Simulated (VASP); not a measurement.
Method: PBE GGA, VASP's PBE PAW potentials (set 64) (plane waves; VASP 6.6.1).

A VASP calculation is set up with these files.

File POSCAR:
```
GaN
1.0
  3.2450637856   0.0000000000   0.0000000000
 -1.6225318928   2.8103072637   0.0000000000
  0.0000000000   0.0000000000   5.2797813365
Ga N
2 2
Cart
  1.6225335153   0.9367681511   2.6350332694
 -0.0000016225   1.8735391126   5.2749239377
  1.6225335153   0.9367681511   4.6246660683
 -0.0000016225   1.8735391126   1.9847754000
```

File KPOINTS:
```
K-points
0
Gamma
 9 9 5
0 0 0
```

INCAR:
```
SYSTEM = GaN
PREC = Normal
ENCUT = 400
EDIFF = 1E-5
NELM = 100
ALGO = Fast
LREAL = .FALSE.
LASPH = .TRUE.
ISMEAR = 0
SIGMA = 0.05
GGA = PE
LMAXMIX = 4
LWAVE = .FALSE.
LCHARG = .FALSE.
NELMIN = 4
IBRION = 2
ISIF = 2
NSW = 20
EDIFFG = -0.03
```

POTCAR, in this order: Ga N (PBE.64 set). Program: vasp_std.

Question: What will the output report for the number of irreducible k-points (NKPTS), largest plane-wave count, number of space-group operations, FFT grid (NGX, NGY, NGZ)?

Answer: 
```json
{
 "number of irreducible k-points (NKPTS)": "36",
 "largest_plane_wave_count": "887",
 "number_of_space_group_operations": "12",
 "FFT grid (NGX, NGY, NGZ)": "16 × 16 × 28"
}
```

The structure comes from a computed database's GaN entry (P6_3mc); how it stands against other phases isn't given here. It was relaxed first, which changed the volume by +5 %.
